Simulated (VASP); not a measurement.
Data:

```
CELL_PARAMETERS angstrom
      0.00000     2.79000     2.79000
      2.79000     0.00000     2.79000
      2.79000     2.79000     0.00000
ATOMIC_POSITIONS crystal
  Ca 0.00000 0.00000 0.00000
```

Computed with r2SCAN+rVV10, VASP's PBE PAW potentials (set 64) (plane waves; VASP 6.6.1). Settings: 520 eV cut-off, 10×10×10 Γ-centred mesh, first-order Methfessel-Paxton smearing of 0.10 eV, potentials Ca_sv.

Problem. The ions, cell shape and volume are relaxed. Predict the relaxed structure.

Solution. 
```
CELL_PARAMETERS angstrom
      0.00000     2.77387     2.77387
      2.77387     0.00000     2.77387
      2.77387     2.77387     0.00000
ATOMIC_POSITIONS crystal
  Ca 0.00000 0.00000 0.00000
```
Space group Fm-3m (225), at a tolerance of 0.03 Å.

Problem. How do energy and volume change from the first to the last step?

Solution. The energy (σ→0) changes by -0.7 meV/atom and the volume by -1.7 %, in 3 ionic steps.

| step | E(σ→0) (eV) | max force (eV/Å) | pressure (GPa) | volume (Å³) |
|---|---|---|---|---|
| 1 | -6.7503 | 0.000 | -0.31 | 43.44 |
| 2 | -6.7510 | 0.000 | -0.08 | 42.90 |
| 3 | -6.7511 | 0.000 | 0.01 | 42.69 |

The compound is Ca in the fcc structure. This run relaxes it. Symmetry was kept, so distortions that lower it aren't found.
